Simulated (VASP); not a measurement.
Input:

```
CELL_PARAMETERS angstrom
     -2.42619     2.42619     1.23209
      2.42619    -2.42619     1.23209
      2.42619     2.42619    -1.23209
ATOMIC_POSITIONS crystal
  P  0.75000 0.25000 0.50000
  P  0.00000 0.00000 0.00000
```

Computed with PBEsol GGA, VASP's PBE PAW potentials (set 64) (plane waves; VASP). Settings: 400 eV cut-off, Gaussian smearing of 0.050 eV, potentials P.

Question: Give the energies of bands 2 to 8 at the high-symmetry points, in eV from the Fermi level.

Answer: 
```
band      Γ       X       M      Z      P      N
----  -----  ------  ------  -----  -----  -----
2     -7.54  -13.86  -12.31  -9.45  -9.11  -8.91
3     -5.31   -2.53   -8.79  -6.39  -7.14  -5.21
4     -5.31   -2.53   -8.79  -6.17  -7.14  -4.99
5      0.81   -1.08    5.29  -6.17   1.39  -3.59
6      4.64   -1.08    5.29   1.33   1.39   0.21
7      4.64    6.78    7.41   4.44   2.63   1.25
8      6.14    6.78    7.41   4.44   2.63   2.77
```

It has no gap at this level: it comes out as a metal or semimetal.

The structure was generated: P was put into the beta-Sn type (I4_1/amd), which need not be its known phase. It was relaxed first, which changed the volume by -5 %.
